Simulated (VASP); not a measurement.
Consider the following.

```yaml
crystal:
  lattice:
    - [-3.29017, 3.29017, 6.46512]
    - [3.29017, -3.29017, 6.46512]
    - [3.29017, 3.29017, -6.46512]
  atoms:
    - { symbol: Ag, position: [0.75000, 0.25000, 0.50000] }
    - { symbol: Ag, position: [0.00000, 0.00000, 0.00000] }
    - { symbol: In, position: [0.25000, 0.75000, 0.50000] }
    - { symbol: In, position: [0.50000, 0.50000, 0.00000] }
    - { symbol: Te, position: [0.11967, 0.12500, 0.49467] }
    - { symbol: Te, position: [0.63033, 0.62500, 0.50533] }
    - { symbol: Te, position: [0.37500, 0.88033, 0.00533] }
    - { symbol: Te, position: [0.87500, 0.36967, 0.99467] }
```

Calculation: PBE GGA, VASP's PBE PAW potentials (set 64) (plane waves; VASP). Numerical set-up: 400 eV cut-off, Gaussian smearing of 0.050 eV, potentials Ag In_d Te.

Unless said otherwise, spin-orbit coupling is left out, though it shifts the bands of the heavy elements here.

Task: Give the energies of bands 28 to 41 at the high-symmetry points, in eV from the valence-band maximum.

Result: 
```
band      Γ      X      P      N      M      S      R
----  -----  -----  -----  -----  -----  -----  -----
28    -2.84  -3.27  -3.46  -2.93  -2.67  -2.90  -3.24
29    -2.84  -2.33  -1.97  -2.69  -2.50  -2.40  -2.33
30    -2.42  -2.33  -1.97  -2.51  -2.50  -2.31  -2.33
31    -2.17  -1.30  -1.50  -1.92  -1.74  -2.24  -1.52
32    -1.82  -1.30  -1.50  -1.75  -1.74  -1.91  -1.52
33    -1.82  -0.88  -0.85  -1.53  -1.24  -1.60  -0.91
34    -0.10  -0.88  -0.85  -1.18  -1.24  -1.29  -0.91
35    -0.10  -0.50  -0.74  -1.15  -0.92  -0.77  -0.69
36     0.00  -0.50  -0.74  -0.56  -0.92  -0.57  -0.69
37     0.05   0.90   1.22   1.68   1.51   1.59   1.12
38     1.86   0.90   1.22   2.02   1.51   1.82   1.12
39     2.15   2.83   2.63   2.96   2.15   2.47   3.21
40     3.48   2.83   2.63   3.50   2.15   3.16   3.21
41     3.48   4.13   3.95   3.74   2.79   3.83   3.61
```

The gap is direct, 0.05 eV, from the valence maximum at Γ to the conduction minimum at Γ.

The structure was generated: InAgTe2 was put into the chalcopyrite type (I-42d), which need not be its known phase. It was relaxed first.
